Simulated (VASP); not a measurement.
An input for Ansatz (written as the equivalent of a VASP run, and not itself run):

Ansatz 0.2 input:
```yaml
crystal:
  lattice:
    - [1.8667145, -3.2332446, 0.0000000]
    - [1.8667145, 3.2332446, 0.0000000]
    - [0.0000000, 0.0000000, 5.3884165]
  atoms:
    - { symbol: Pt, position: [1.0000000, 0.0000000, 0.0000000] }
    - { symbol: Se, position: [0.3333330, 0.6666670, 0.2441028] }
    - { symbol: Se, position: [0.6666670, 0.3333330, 0.7558972] }
kpoints:
  mp_grid: { grid: [6, 6, 4] }
hamiltonian:
  xc: r2scan
  pseudopotentials: { kind: paw }
scf:
  occupations: { method: gaussian, width: 0.05 }
  max_iter: 100
relax:
  max_steps: 60
  f_tol: 0.02
  cell: {}
output: { forces: true, stress: true, eigenvalues: true }
```

**Question.** Write the VASP files for the same calculation (r2SCAN).

**Answer.** This is not unique; one that fits is 
File KPOINTS:
```
Automatic mesh
0
Gamma
6 6 4
0 0 0
```

### POSCAR
```
PtSe2
1.0
  1.8667144836  -3.2332445728   0.0000000000
  1.8667144836   3.2332445728   0.0000000000
  0.0000000000   0.0000000000   5.3884165068
Pt Se
1 2
Cartesian
  1.8667144836  -3.2332445728   0.0000000000
  1.8667144836   1.0777503464   1.3153273527
  1.8667144836  -1.0777503464   4.0730891541
```

INCAR:
```
! general
SYSTEM   =  PtSe2
PREC     =  Accurate
ENCUT    =  400   ! plane-wave cut-off (eV)
LREAL    =  .FALSE.   ! projection in real space or not
LASPH    =  .TRUE.

! electronic loop
EDIFF    =  1E-6   ! SCF stop (eV)
NELM     =  100   ! most electronic steps
ALGO     =  Normal
LMAXMIX  =  6   ! l cut-off of mixed one-centre charges
LMIXTAU  =  .TRUE.

! smearing
ISMEAR   =  0
SIGMA    =  0.05   ! width (eV)

! functional
METAGGA  =  R2SCAN

! ions
IBRION   =  2   ! conjugate gradients
NSW      =  60   ! most ionic steps
ISIF     =  3   ! ions, shape and volume
EDIFFG   =  -0.02   ! ionic stop

! output
LWAVE    =  .FALSE.
LCHARG   =  .FALSE.
```

POTCAR, in this order: Pt Se (PBE.64 set). Program: vasp_std.

What does not carry over: each code has its own PAW files, so the cut-off isn't converted (ENCUT is set for VASP's; basis.ecutwfc is left out, and Ansatz then takes the one that its files recommend); Ansatz stops its SCF on the density residual and VASP on the energy change (EDIFF).

The compound is PtSe2 in the 1T layered structure. This run relaxes it. Symmetry was kept, so distortions that lower it aren't found. The start is the result of an earlier pass.
